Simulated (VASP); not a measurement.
Input:

```xyz
3
Lattice="-1.5782 1.5782 4.1506 1.5782 -1.5782 4.1506 1.5782 1.5782 -4.1506" Properties=species:S:1:pos:R:3 pbc="T T T"
Al     1.5782     1.5782    -1.3403
Al     0.0000     0.0000     5.4909
Os     1.5782     1.5782     4.1506
```

Method: PBEsol GGA, VASP's PBE PAW potentials (set 64) (plane waves; VASP 6.6.1). Run with 400 eV cut-off, Gaussian smearing of 0.050 eV, potentials Al Os.

Unless said otherwise, spin-orbit coupling is left out, though it shifts the bands of the heavy elements here.

Question: Give the energies of bands 1 to 10 at the high-symmetry points, in eV from the valence-band maximum.

Answer: 
```json
[
 {"band": "1", "Γ": "-11.57", "X": "-6.97", "P": "-6.93", "N": "-7.72", "M": "-9.42", "S": "-7.28", "R": "-6.84"},
 {"band": "2", "Γ": "-5.82", "X": "-5.40", "P": "-4.95", "N": "-6.84", "M": "-9.12", "S": "-6.83", "R": "-5.78"},
 {"band": "3", "Γ": "-4.14", "X": "-3.77", "P": "-4.95", "N": "-5.22", "M": "-4.34", "S": "-6.24", "R": "-3.76"},
 {"band": "4", "Γ": "-2.07", "X": "-3.64", "P": "-3.99", "N": "-3.06", "M": "-2.78", "S": "-3.05", "R": "-3.71"},
 {"band": "5", "Γ": "-2.07", "X": "-3.55", "P": "-1.88", "N": "-2.90", "M": "-1.45", "S": "-2.63", "R": "-3.46"},
 {"band": "6", "Γ": "-1.92", "X": "-1.49", "P": "-1.88", "N": "-2.71", "M": "-1.45", "S": "-2.43", "R": "-1.49"},
 {"band": "7", "Γ": "-0.76", "X": "-0.71", "P": "-0.62", "N": "-1.32", "M": "-0.72", "S": "-1.28", "R": "-1.33"},
 {"band": "8", "Γ": "3.07", "X": "0.81", "P": "0.81", "N": "0.98", "M": "2.70", "S": "0.68", "R": "0.61"},
 {"band": "9", "Γ": "4.42", "X": "1.94", "P": "1.53", "N": "3.31", "M": "2.70", "S": "2.98", "R": "2.22"},
 {"band": "10", "Γ": "5.65", "X": "2.71", "P": "3.71", "N": "5.19", "M": "6.47", "S": "6.16", "R": "2.98"}
]
```

The gap is indirect, 0.28 eV, from the valence maximum at Γ-X at 0.44 to the conduction minimum at G-M at 0.22.

The structure comes from a computed database's Al2Os entry (I4/mmm); how it stands against other phases isn't given here. It was relaxed first.
